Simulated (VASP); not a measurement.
Write the native input for VASP 6.6.1 that does the following.

```
Task                   : relaxation of cell and atoms
Functional             : PBE
Potentials or basis    : VASP PAW PBE potentials, release 64 (Cs_sv, H)
Cutoff                 : 600 eV
k mesh                 : 6 × 6 × 4
Occupations            : gaussian, width 0.1 eV
Spin                   : no spin polarisation
Dipole correction      : no
Further INCAR settings : ALGO = Fast; EDIFF = 1e-06; IBRION = 2; EDIFFG = -0.04; NSW = 90; ISIF = 3
```

The structure of CsH4 lies in POSCAR:

```
CsH4
1.0
    3.5809592697      0.0000000000      0.0000000000
   -1.7904796348      3.1012016974      0.0000000000
    0.0000000000      0.0000000000      5.0763428940
Cs H
1 4
Direct
    0.0000000000      0.0000000000      0.5000000000
    0.5000000000      0.0000000000      0.0000000000
    0.0000000000      0.5000000000      0.0000000000
    0.5000000000      0.5000000000      0.0000000000
    0.0000000000      0.0000000000      0.0000000000
```

The cell was built by a generator and needn't be a form met in nature.

The cell isn't the ideal one: random cell by space group and Wyckoff sites (P6mm, No. 183).

These files were run (other wordings do the same):

INCAR

```
SYSTEM = CsH4
ALGO = Fast
EDIFF = 1E-6
EDIFFG = -0.04
ENCUT = 600
GGA = PE
IBRION = 2
ISIF = 3
ISMEAR = 0
LASPH = .True.
LCHARG = .False.
LREAL = .False.
LWAVE = .False.
NELM = 80
NSW = 90
PREC = Accurate
SIGMA = 0.1
```

KPOINTS

```
k-points
0
Gamma
  6 6 4
  0 0 0
```

Potentials or basis: VASP PAW PBE potentials, release 64 (Cs_sv, H).

Launch:

```bash
$ cat potpaw_PBE.64/Cs_sv/POTCAR potpaw_PBE.64/H/POTCAR > POTCAR
$ mpirun -np 1 vasp_std > vasp.out
```

Results of the run:

The relaxed volume is 11.22 Å³/atom and the relaxed cell is a = 3.578 Å, b = 3.578 Å, c = 5.060 Å, α = 90.00°, β = 90.00°, γ = 120.00°. The space group after relaxing (to 0.05 Å) is P6/mmm (No. 191), the energy gained by relaxing is 0.2 meV/atom and the ionic steps are 2. The pressure after relaxing is -0.3 GPa and the band gap on the k mesh is none (metal or under the smearing width).

It took 28 s on 1 thread of Intel(R) Xeon(R) Platinum 8559C (Emerald Rapids), with other jobs on the host, peak memory 0.18 GiB.
